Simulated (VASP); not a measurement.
Here is the system:

```yaml
crystal:
  lattice:
    - [0.00000, 2.68908, 2.68908]
    - [2.68908, 0.00000, 2.68908]
    - [2.68908, 2.68908, 0.00000]
  atoms:
    - { symbol: Al, position: [0.00000, 0.00000, 0.00000] }
    - { symbol: P, position: [0.25000, 0.25000, 0.25000] }
```

All values below come from PBEsol GGA, VASP's PBE PAW potentials (set 64) (plane waves; VASP 6.6.1). Run with 500 eV cut-off, 9×9×9 Γ-centred mesh, Gaussian smearing of 0.050 eV, potentials Al P.

**Question.** Estimate the energy per atom (σ→0), pressure.

**Answer.** 
```
Property                        Value
---------------------  --------------
energy per atom (σ→0)  -5.483 eV/atom
pressure                     4.97 GPa
```

The absolute energy has meaning only against runs of the same code, potentials and settings.

The compound is AlP in the zinc blende structure. It was relaxed first under an external pressure of 5 GPa.
